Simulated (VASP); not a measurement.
Rh (fcc) relaxed at rising pressure, in one space group throughout; other phases were not tried. The pressures are those reached. Method: LDA (Ceperley-Alder, Perdew-Zunger), VASP's LDA PAW potentials (set 64) (plane waves; VASP).

| P (GPa) | V (Å³/atom) | k-mesh |
|---|---|---|
| -0.03 | 13.259 | 17×17×17 |
| 4.91 | 13.062 | 17×17×17 |
| 9.90 | 12.878 | 17×17×17 |
| 20.00 | 12.549 | 17×17×17 |
| 30.00 | 12.265 | 17×17×17 |

Q: Fit an equation of state and predict the volume at 44.81 GPa.

A: Least squares on the third-order Birch-Murnaghan form, P = (3B0/2)(y⁷ − y⁵)[1 + (3/4)(B′ − 4)(y² − 1)] with y = (V0/V)^(1/3), gives V0 = 13.258 Å³/atom, B0 = 317 GPa and B′ = 5.0, and so 11.903 Å³/atom. The run gave 11.903 Å³/atom, +0.0 % from the fit.

Pressures at which the relaxation failed are left out.

The compound is Rh in the fcc structure.
